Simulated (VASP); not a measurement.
Take V (bcc), with a static lattice, in VASP with PAW potentials, and its lattice constant a.

Q: One run gives 2.999 Å. Which level is it?
A) rev-vdW-DF2
B) PBE-D3(BJ)
C) LDA
D) PBE

A: D, PBE.  The others give 2.929 (LDA), 2.953 (PBE-D3(BJ)), 2.974 (rev-vdW-DF2).

Only levels that ran to the end are used. Left out are those held back, those with too coarse a band path, GW runs whose mesh misses a band edge, hybrids' fits of cells that aren't cubic and levels without matching references; a question may draw on a part of the rest.

The compound is V in the bcc structure.
